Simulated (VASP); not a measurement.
Level of theory: r2SCAN meta-GGA, VASP's PBE PAW potentials (set 64) (plane waves; VASP 6.6.1).

The input files of a VASP run:

**KPOINTS_OPT**
```
k-points along high-symmetry lines
6
Line-mode
Reciprocal
  0.000000   0.000000   0.000000 ! GAMMA
  0.500000   0.000000   0.000000 ! M

  0.500000   0.000000   0.000000 ! M
  0.333333   0.333333   0.000000 ! K

  0.333333   0.333333   0.000000 ! K
  0.000000   0.000000   0.000000 ! GAMMA

  0.000000   0.000000   0.000000 ! GAMMA
  0.000000   0.000000   0.500000 ! A

  0.000000   0.000000   0.500000 ! A
  0.500000   0.000000   0.500000 ! L

  0.500000   0.000000   0.500000 ! L
  0.333333   0.333333   0.500000 ! H

  0.333333   0.333333   0.500000 ! H
  0.000000   0.000000   0.500000 ! A

  0.500000   0.000000   0.500000 ! L
  0.500000   0.000000   0.000000 ! M

  0.333333   0.333333   0.500000 ! H
  0.333333   0.333333   0.000000 ! K
```

File POSCAR:
```
TiC
1.0
  3.6078955188   0.0000000000   0.0000000000
 -1.8039477595   3.1245291854   0.0000000000
  0.0000000000   0.0000000000   4.2909114944
Ti C
2 2
Cart
 -0.0000018040   2.0830204984   4.0345697651
  1.8039495633   1.0415086870   1.8891140179
 -0.0000018040   2.0830204984   1.8654335397
  1.8039495633   1.0415086870   4.0108892869
```

### KPOINTS
```
Regular mesh
0
Gamma
 11 11 8
```

### INCAR
```
SYSTEM = TiC
PREC = Accurate; ENCUT = 520; LREAL = .False.
LASPH = .True.
EDIFF = 1E-7; NELM = 100; ALGO = Normal
LMAXMIX = 4; LMIXTAU = .True.
ISMEAR = -5
METAGGA = R2SCAN
ISIF = 2
LWAVE = .False.; LCHARG = .False.; LORBIT = 11
NEDOS = 601
LEFG = .True.
```

POTCAR, in this order: Ti_sv C (PBE.64 set). Program: vasp_std.

The resulting files:

OSZICAR:
```
       N       E                     dE             d eps       ncg     rms          rms(c)
DAV:   1     0.362481829261E+03    0.36248E+03   -0.17363E+04  3200   0.197E+03
DAV:   2    -0.831273592177E+01   -0.37079E+03   -0.36045E+03  3228   0.552E+02
DAV:   3    -0.637801839330E+02   -0.55467E+02   -0.54019E+02  5820   0.173E+02
DAV:   4    -0.675230457389E+02   -0.37429E+01   -0.37333E+01  4244   0.450E+01
DAV:   5    -0.677482894362E+02   -0.22524E+00   -0.22520E+00  4804   0.927E+00    0.269E+01
DAV:   6    -0.496318743780E+02    0.18116E+02   -0.93505E+01  4264   0.996E+01    0.790E+00
DAV:   7    -0.481536214616E+02    0.14783E+01   -0.10628E+01  4352   0.278E+01    0.435E+00
DAV:   8    -0.484690273325E+02   -0.31541E+00   -0.34561E+00  4832   0.120E+01    0.324E+00
DAV:   9    -0.485899835321E+02   -0.12096E+00   -0.49107E-01  4068   0.536E+00    0.109E+00
DAV:  10    -0.486896437127E+02   -0.99660E-01   -0.50505E-01  3892   0.612E+00    0.519E-01
DAV:  11    -0.487311984800E+02   -0.41555E-01   -0.31747E-02  4596   0.144E+00    0.464E-01
DAV:  12    -0.487351001826E+02   -0.39017E-02   -0.72954E-04  4056   0.203E-01    0.495E-01
DAV:  13    -0.487753501111E+02   -0.40250E-01   -0.86093E-02  3748   0.224E+00    0.177E-01
DAV:  14    -0.487759565013E+02   -0.60639E-03   -0.42874E-03  4992   0.515E-01    0.164E-01
DAV:  15    -0.487756573293E+02    0.29917E-03   -0.39378E-04  4260   0.143E-01    0.114E-01
DAV:  16    -0.487755180550E+02    0.13927E-03   -0.28941E-03  4164   0.314E-01    0.509E-02
DAV:  17    -0.487758782533E+02   -0.36020E-03   -0.32860E-04  3948   0.151E-01    0.195E-02
DAV:  18    -0.487758907025E+02   -0.12449E-04   -0.40131E-05  4948   0.508E-02    0.978E-03
DAV:  19    -0.487758950607E+02   -0.43582E-05   -0.42845E-06  3632   0.176E-02    0.717E-03
DAV:  20    -0.487758976989E+02   -0.26381E-05   -0.16090E-06  4344   0.848E-03    0.400E-03
DAV:  21    -0.487759000508E+02   -0.23519E-05   -0.10435E-06  3404   0.755E-03    0.112E-03
DAV:  22    -0.487759003762E+02   -0.32540E-06   -0.41241E-08  2040   0.254E-03    0.450E-04
DAV:  23    -0.487759003503E+02    0.25863E-07   -0.14411E-08  2004   0.159E-03
   1 F= -.48775900E+02 E0= -.48775900E+02  d E =0.000000E+00
       N       E                     dE             ncg
```

### OUTCAR
```
------------------------ aborting loop because EDIFF is reached ----------------------------------------
  FORCE on cell =-STRESS in cart. coord.  units (eV):
  Direction    XX          YY          ZZ          XY          YZ          ZX
  --------------------------------------------------------------------------------------
  Total        0.0211121      0.0211121      0.0226973     -0.0000000      0.0000000      0.0000000
  in kB        0.6992849      0.6992850      0.7517900     -0.0000000      0.0000000      0.0000000
  external PRESSURE =       0.7167866 kB  Pullay stress =       0.0000000 kB
  volume of cell :       48.37
      direct lattice vectors                 reciprocal lattice vectors
     3.607895519  0.000000000  0.000000000     0.277169889  0.160024109  0.000000000
    -1.803947759  3.124529185  0.000000000     0.000000000  0.320048219  0.000000000
     0.000000000  0.000000000  4.290911494     0.000000000  0.000000000  0.233050717
 POSITION                                       TOTAL-FORCE (eV/Angst)
 -----------------------------------------------------------------------------------
     -0.00000      2.08302      4.03457        -0.000000     -0.000000     -0.036838
      1.80395      1.04151      1.88911        -0.000000      0.000000     -0.036838
     -0.00000      2.08302      1.86543         0.000000     -0.000000      0.036838
      1.80395      1.04151      4.01089        -0.000000     -0.000000      0.036838
 -----------------------------------------------------------------------------------
    total drift:                               -0.003076      0.001776     -0.005124
  FREE ENERGIE OF THE ION-ELECTRON SYSTEM (eV)
  ---------------------------------------------------
  free  energy   TOTEN  =       -48.7759003503 eV

  energy  without entropy=      -48.7759003503  energy(sigma->0) =      -48.77590035

 total charge

# of ion       s       p       d       tot
------------------------------------------
    1        2.215   6.240   1.899  10.355
    2        2.215   6.240   1.899  10.355
    3        0.913   1.529   0.000   2.443
    4        0.913   1.529   0.000   2.443
--------------------------------------------------
tot          6.258  15.539   3.798  25.595
```
(Selected blocks of OUTCAR.)

File OUTCAR:
```
 val. band max:        7.3212989188   @ k =   0.0909   0.0000   0.1250

 cond. band min:       7.2870907598   @ k =   0.3636   0.1818   0.0000


 Fermi energy:         7.3343859778

 k-point     1 :       0.0000    0.0000    0.0000
  band No.  band energies     occupation
      1     -51.6624      2.00000
      2     -51.5616      2.00000
      3     -26.9818      2.00000
      4     -26.9353      2.00000
      5     -26.9353      2.00000
      6     -26.7775      2.00000
      7     -26.7775      2.00000
      8     -26.5462      2.00000
      9      -4.9692      2.00000
     10      -2.8952      2.00000
     11       4.3780      2.00000
     12       4.3780      2.00000
     13       4.5118      2.00000
     14       4.5184      2.00000
     15       4.5184      2.00000
     16       8.1159     -0.03581
     17       8.1160      0.00000
     18       8.9207      0.00000
     19       9.3839      0.00000
     20      10.4194      0.00000

 k-point     2 :       0.0909    0.0000    0.0000
  band No.  band energies     occupation
      1     -51.6601      2.00000
      2     -51.5629      2.00000
      3     -26.9734      2.00000
      4     -26.9409      2.00000
      5     -26.9398      2.00000
      6     -26.7869      2.00000
      7     -26.7767      2.00000
      8     -26.5534      2.00000
      9      -4.8780      2.00000
     10      -2.8680      2.00000
     11       4.2689      2.00000
     12       4.4011      2.00000
     13       4.4991      2.00000
     14       4.5228      2.00000
     15       4.6882      2.00000
     16       7.7410     -0.10729
     17       8.0397      0.00000
     18       9.1031      0.00000
     19       9.6605      0.00000
     20      10.4892      0.00000

 k-point     3 :       0.1818    0.0000    0.0000
  band No.  band energies     occupation
      1     -51.6535      2.00000
      2     -51.5667      2.00000
      3     -26.9565      2.00000
      4     -26.9517      2.00000
      5     -26.9490      2.00000
...
```

For a metal the tetrahedron method with Blöchl corrections gives inexact stress and forces.

The structure was generated: TiC was put into the wurtzite type (P6_3mc), which need not be its known phase. It was relaxed first, which changed the volume by -40 %.
